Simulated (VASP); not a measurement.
Runs of VASP 6.6.1 on CdTe. Symmetry: I-4m2, No. 119, tetragonal system. Conventional cell: a = 4.594 Å, b = 4.594 Å, c = 6.449 Å, α = 90.00°, β = 90.00°, γ = 90.00°. Cd (site symmetry -4m2) has 4 Te at 2.81 Å as nearest neighbours. Around Te (site symmetry -4m2) lie 4 Cd at 2.81 Å. The cell was built by a generator and isn't the measured one.

```tsv
level	potentials or basis	pressure (GPa)	moment (μB)
TB-mBJ	VASP PAW PBE potentials, release 64 (Cd, Te)	-	0.00
PBE	VASP PAW PBE potentials, release 64 (Cd, Te)	2.7	0.00
LDA	VASP PAW LDA potentials, release 64 (Cd, Te)	(a)	0.00
r2SCAN	VASP PAW PBE potentials, release 64 (Cd, Te)	1.7	0.00
```

Alike in all rows: task single point; spin non-collinear, zero start, SOC; cell as given; k mesh 8 × 8 × 8; cutoff (eV) 520; smearing gaussian 0.02 eV.

Task: Fill in the values left out.

Result: (a) -1.1.

Caveats: the PAW data sets were made with another functional, which shifts forces and pressure a little (some runs).
